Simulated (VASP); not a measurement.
Input:

ZnSe is taken in the cubic space group F-43m (No. 216), the zinc blende structure, Pearson symbol cF8. Cell: a = b = c = 5.734 Å, α = β = γ = 90.00°. Zn on 4a sees 4 Se at 2.483 Å (tetrahedral). Se on 4d has 4 Zn at 2.483 Å (tetrahedral). (Neighbours: up to the widest gap in distance over summed covalent radii, below 1.35, at either atom; cation-cation and far metal-metal contacts left out.)
(The calculation used a cell of 2 atoms; values per cell refer to that cell.)

Level of theory: PBE GGA, VASP's PBE PAW potentials (set 64) (plane waves; VASP). Run with 480 eV cut-off, 8×8×8 Γ-centred mesh, Gaussian smearing of 0.050 eV, potentials Zn Se.

Each relaxation starts from this cell; other phases were not tried.

The cell is relaxed at 1 GPa. What happens?

The volume per atom goes from 23.57 to 23.23 Å³ (-1.4 %), and the cell becomes a = b = c = 5.707 Å, α = β = γ = 90.00°, space group F-43m. The gap on the mesh goes from 1.15 to 1.21 eV.

The cell is relaxed at 15 GPa. What happens?

The volume per atom goes from 23.57 to 19.80 Å³ (-16.0 %), and the cell becomes a = 5.410 Å, b = 5.410 Å, c = 5.410 Å, α = 90.00°, β = 90.00°, γ = 90.00°, space group F-43m. The gap on the mesh goes from 1.15 to 1.88 eV.

Failed runs are left out, and for metals the shear rows, which the mesh's noise covers.

The compound is ZnSe in the zinc blende structure.
